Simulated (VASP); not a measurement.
Elastic constants (GPa) of a crystal from LDA (Ceperley-Alder, Perdew-Zunger), VASP's LDA PAW potentials (set 64) run with VASP:

|  | xx | yy | zz | yz | xz | xy |
|---|---|---|---|---|---|---|
| xx | 215.9 | 69.9 | 102.9 | 0.0 | 0.0 | 0.0 |
| yy | 69.9 | 215.9 | 102.9 | 0.0 | 0.0 | 0.0 |
| zz | 102.9 | 102.9 | 179.5 | 0.0 | 0.0 | 0.0 |
| yz | 0.0 | 0.0 | 0.0 | 128.2 | 0.0 | 0.0 |
| xz | 0.0 | 0.0 | 0.0 | 0.0 | 128.2 | 0.0 |
| xy | 0.0 | 0.0 | 0.0 | 0.0 | 0.0 | 35.8 |

Finite-difference elastic constants of metals are sensitive to mesh and smearing; shear constants can be off by tens of GPa.

### Question
Work out the Voigt, Reuss and Hill moduli, Young's modulus and Poisson's ratio.

### Answer
All eigenvalues are positive (smallest 35.8 GPa), so the crystal is stable. K_V = (C11+C22+C33+2(C12+C13+C23))/9 = (611.3 + 2×275.7)/9 = 129.2 GPa; G_V = (611.3 − 275.7 + 3×292.2)/15 = 80.8 GPa. From the compliances, K_R = 129.2 GPa and G_R = 60.3 GPa. Hill: K = 129.2 GPa, G = 70.5 GPa, E = 9KG/(3K+G) = 179.0 GPa, ν = (3K−2G)/(2(3K+G)) = 0.269. K/G = 1.83, above Pugh's 1.75; universal anisotropy A^U = 1.70.

### Question
With a density of 4.07 g/cm³, what are the mean sound speeds?

### Answer
v_l = √((K+4G/3)/ρ) = 7.41 km/s and v_t = √(G/ρ) = 4.16 km/s. The crystal is TiAl (space group P4/mmm), tetragonal.

The structure comes from a computed database's TiAl entry (P4/mmm); how it stands against other phases isn't given here. It was relaxed first. The electron count is odd and the run is not spin-polarised, which forces a metal.
